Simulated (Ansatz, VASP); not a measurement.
# ScHg in two plane-wave programs, part 2 of 2

One calculation is typed for both programs; each brings its own data sets. How far apart do they land? The cell is taken from a series of runs on this material, whose earlier steps may have relaxed, scaled, displaced or heated it; both programs get it as it stands.

VASP 6.6.1 and Ansatz 0.2.0.

So far: Set-up; VASP: relaxation of cell and atoms, PBEsol; Ansatz: relaxation of cell and atoms, PBEsol; Side by side.

### Step 5. VASP: zone-centre phonons, PBEsol

Level of this step: PBEsol; plane waves and PAW (Sc_sv, Hg) (VASP).

Second derivatives magnify differences that forces hide, and they need a tight electronic threshold.

The input, INCAR:

```
SYSTEM = ScHg
PREC = Accurate
ENCUT = 500
EDIFF = 1E-08
NELM = 120
ISMEAR = -1
SIGMA = 0.1
LREAL = .FALSE.
ALGO = Normal
GGA = PS
NBANDS = 17
LASPH = .TRUE.
LORBIT = 11
LWAVE = .FALSE.
LCHARG = .FALSE.
ISIF = 2
IBRION = 8
GGA_COMPAT = .FALSE.
KPAR = 2
```

The input, POSCAR:

```
ScHg
1.0
    3.4683688511      0.0000000000      0.0000000000
    0.0000000000      3.4683688511      0.0000000000
    0.0000000000      0.0000000000      3.4683688511
Sc Hg
1 1
Direct
    0.5000000000      0.5000000000      0.5000000000
    0.0000000000      0.0000000000      0.0000000000
```

The input, KPOINTS:

```
Automatic mesh
0
Gamma
16 16 16
0 0 0
```

The projector-augmented-wave data sets are Sc_sv and Hg (PBE family, release 64).

Command:

```console
$ mpirun -np 2 vasp_std
```

Numbers of over 12 decimals in the logs are rounded to 6 here.

The program printed:

```text
[banner, memory and clock lines left out]
running    2 mpi-ranks, on    1 nodes
[...]
[... a notice as in an earlier step ...]

 LDA part: xc-table for (Slater+PW92), standard interpolation
 POSCAR, INCAR and KPOINTS ok, starting setup
[...]
entering main loop
       N       E                     dE             d eps       ncg     rms          rms(c)
DAV:   1     0.243224066743E+03    0.24322E+03   -0.11712E+04  5698   0.137E+03
DAV:   2     0.218830035018E+01   -0.24104E+03   -0.23662E+03  5810   0.424E+02
DAV:   3    -0.921357829919E+01   -0.11402E+02   -0.11145E+02  7730   0.107E+02
DAV:   4    -0.939053724576E+01   -0.17696E+00   -0.17642E+00  7323   0.140E+01
[...]
DAV:  13    -0.829024706407E+01    0.95980E-07   -0.23339E-07  7326   0.532E-03    0.532E-04
DAV:  14    -0.829024710350E+01   -0.39425E-07   -0.51978E-08  6341   0.233E-03    0.631E-05
DAV:  15    -0.829024709685E+01    0.66448E-08   -0.16747E-09  2941   0.637E-04
   1 F= -.82902471E+01 E0= -.82561678E+01  d E =-.681585E-01
[...]
RMM:  14    -0.758319250133E+00   -0.10700E-06   -0.85512E-09 23491   0.401E-05    0.340E-06
RMM:  15    -0.758319170372E+00    0.79762E-07   -0.54744E-09 22434   0.259E-05    0.390E-07
RMM:  16    -0.758319175402E+00   -0.50301E-08   -0.45248E-09 17876   0.184E-05    0.348E-07
 first order change of Fermi-energy   0.10131E-02
 force on displaced ion       1 direction 1 :  -2.892   0.000  -0.000
 Linear response progress:
  Degree of freedom:   2/  2
       N       E                     dE             d eps       ncg     rms          rms(c)
RMM:   1    -0.368059040071E+00   -0.36806E+00   -0.13892E-01 25118   0.250E+00
RMM:   2    -0.368576440125E+00   -0.51740E-03   -0.32044E-03 20288   0.476E-01    0.578E-02
RMM:   3    -0.368399220730E+00    0.17722E-03   -0.23199E-04 22394   0.101E-01    0.348E-02
RMM:   4    -0.368197732777E+00    0.20149E-03   -0.15218E-04 21655   0.807E-02    0.111E-02
[...]
RMM:  13    -0.368220266468E+00    0.60158E-07   -0.51869E-10 23119   0.197E-05    0.264E-06
RMM:  14    -0.368220280193E+00   -0.13725E-07   -0.52076E-10 21271   0.120E-05    0.105E-06
RMM:  15    -0.368220288947E+00   -0.87539E-08   -0.52704E-10 18278   0.105E-05    0.950E-08
 first order change of Fermi-energy  -0.59577E-03
 force on displaced ion       2 direction 1 :  -2.891  -0.000   0.000
 Linear response finished
```

From OUTCAR (step 5):

```text
  Total        0.0325110      0.0325110      0.0325110      0.0000000      0.0000000      0.0000000
  in kB        1.2484325      1.2484325      1.2484325      0.0000000      0.0000000      0.0000000
  external PRESSURE =       1.2484325 kB  Pullay stress =       0.0000000 kB

 POSITION                                       TOTAL-FORCE (eV/Angst)
 -----------------------------------------------------------------------------------
      1.73418      1.73418      1.73418         0.000000      0.000000      0.000000
      0.00000      0.00000      0.00000         0.000000      0.000000      0.000000
 -----------------------------------------------------------------------------------
    total drift:                                0.000000      0.000000      0.000000

[... 2 further parts left out ...]
```

### Step 6. Ansatz: zone-centre phonons, PBEsol

The same cell, functional, mesh and smearing now go to Ansatz, which takes its cutoff from its data sets.

The cell is taken from a series of runs on this material, whose earlier steps may have relaxed, scaled, displaced or heated it; both programs get it as it stands.

The input, input.yaml:

```yaml
crystal:
  lattice:
    - [3.4683688511, 0.0, 0.0]
    - [0.0, 3.4683688511, 0.0]
    - [0.0, 0.0, 3.4683688511]
  atoms:
    - { symbol: Sc, position: [0.5, 0.5, 0.5] }
    - { symbol: Hg, position: [0.0, 0.0, 0.0] }
kpoints:
  mp_grid: { grid: [16, 16, 16] }
hamiltonian:
  xc: pbesol
scf:
  occupations: { method: fermi_dirac, width: 0.1 }
output:
  eigenvalues: true
phonons:
  method: dfpt
  qpoints:
    - [0, 0, 0]
    - [0.0, 0.0625, 0.0]
    - [0.0, 0.1875, 0.0]
    - [0.0, 0.3125, 0.0]
    - [0.0, 0.4375, 0.0]
```

Command:

```console
$ ansatz run input.yaml --threads 4 --pin off --max-ram 8192MiB --backend cpu --events-out ev --progress --plain --runs-dir out
```

The program printed:

```text
[...]
Crystal: 2 atoms, lattice volume = 41.723 Å³
Basis set: ecut = 420 eV, 799 PW (Γ), exchange–correlation on 48×48×48 points (8 copies of the dense FFT grid, shifted against one another)
Bands: 20, of which v1, the nominal top of the filled ones, is band 16 counted from 1 (15 counted from 0)
Symmetry: 48 space group operations
k-points: 165 of 4096
[...]
q = [0, 0, 0] (of the zone-centre solve; hermiticity 3.52e-6, symmetrization 3.65e-12): -0.00 0.00 0.00 145.03 145.03 145.03
  q = [0, 0.0625, 0] (4 solved perturbations in 4032 linear systems a pass and spin channel, the states on 1296 of 4096 k-point pairs; hermiticity 3.20e-6, symmetrization 5.38e-11): 13.95 13.95 19.65 145.46 145.46 147.53
[...]
sum rule: each row above includes the acoustic sum rule's correction from the zone centre's row sums; it moved no ω² by more than (3.13 cm⁻¹)²
[key lines of the parts left out:]
SCF converged after 9 iterations
Free energy (F): -15780.502807 eV
Fermi energy:    14.630407 eV
```

### Step 7. Differences

What differs besides the data sets and the points named for the pairs above, as far as they apply: the data sets hold 31 valence electrons in Ansatz (on its default PAW (the set named soft_2) files) and 23 in VASP. Total energies have different zeros and are not compared.

Both answers:

| quantity | Ansatz | VASP | difference |
| --- | --- | --- | --- |
| optical mode 1 to 3 (cm⁻¹) | 145.0 | 146.3 | -0.90 % |

Modes are paired by rising frequency, not by their patterns, so a pair may set unlike modes beside each other; they are those without the splitting of longitudinal modes.

### Step 8. Outcome

| Quantity | Value |
| --- | --- |
| difference in volume (relaxation of cell and atoms, PBEsol) | -0.18 % |
| r.m.s. difference of the optical zone-centre modes, each program's sorted by frequency (zone-centre phonons, PBEsol) | 1.3 cm⁻¹ |
| difference in optical mode 1 to 3 (zone-centre phonons, PBEsol) | -0.9 % |

**Reading.** The difference in volume is -0.18 % (relaxation of cell and atoms, PBEsol), within the 1.2 % picked in this series as the mark of a large difference, as far as the stopping tolerances let one tell. The data sets hold unlike numbers of valence electrons (31 in Ansatz and 23 in VASP), so part of the differences comes from the potentials. Among the rows given in per cent, the largest difference of the zone-centre phonons, PBEsol pair is in optical mode 1 to 3, -0.9 %. Such differences can come from data sets, numerical settings and the points named under the comparisons, not from the functional's error against experiment.

[Lines on the potential files, build, host, timing and source positions are cut from VASP's logs without a mark.]

[Logs are printed without paths, hosts, clocks, repeated set-up lines and the standing remarks that a program may print on its own settings, such as how far it seeks lower states.]

[Hosts, paths, dates, database ids (printed as entryN), source tags and the programs' standing remarks are cut or masked in the printed files.]
